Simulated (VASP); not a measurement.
Input:

```
CELL_PARAMETERS angstrom
      3.99102     0.00000     0.00000
      0.00000     3.99102     0.00000
      0.00000     0.00000     4.10064
ATOMIC_POSITIONS crystal
  Ba 0.00000 0.00000 0.00332
  Ti 0.50000 0.50000 0.52108
  O  0.50000 0.50000 0.97108
  O  0.00000 0.50000 0.48426
  O  0.50000 0.00000 0.48426
```

These are rev-vdW-DF2, VASP's PBE PAW potentials (set 64) (plane waves; VASP 6.6.1) values and carry that method's errors. Settings: 520 eV cut-off, Gaussian smearing of 0.050 eV, potentials Ba_sv Ti_sv O.

Unless said otherwise, spin-orbit coupling is left out, though it shifts the bands of the heavy elements here.

Problem. Give the energies of bands 12 to 23 at the high-symmetry points, in eV from the valence-band maximum.

Solution. 
| band | Γ | X | M | Z | R | A |
|---|---|---|---|---|---|---|
| 12 | -2.45 | -4.02 | -4.34 | -4.02 | -4.27 | -4.45 |
| 13 | -2.38 | -2.85 | -4.11 | -2.81 | -4.12 | -3.82 |
| 14 | -2.38 | -2.84 | -3.84 | -2.81 | -3.81 | -3.79 |
| 15 | -1.46 | -2.45 | -2.85 | -2.04 | -2.92 | -2.59 |
| 16 | -1.46 | -1.97 | -2.85 | -2.04 | -2.66 | -2.53 |
| 17 | -1.23 | -1.91 | -1.89 | -2.01 | -1.78 | -2.53 |
| 18 | -0.59 | -1.71 | -1.08 | -1.98 | -1.03 | -0.26 |
| 19 | -0.45 | -1.26 | -1.08 | -0.73 | -0.99 | -0.26 |
| 20 | -0.45 | -1.07 | -0.07 | -0.73 | -0.34 | 0.00 |
| 21 | 1.76 | 2.28 | 3.54 | 1.90 | 3.46 | 4.04 |
| 22 | 2.18 | 3.44 | 3.54 | 3.45 | 3.47 | 4.04 |
| 23 | 2.18 | 3.51 | 3.89 | 3.45 | 3.79 | 4.10 |

The gap is indirect, 1.76 eV, from the valence maximum at A to the conduction minimum at Γ.

The compound is BaTiO3 in the tetragonal perovskite structure. It was relaxed first.
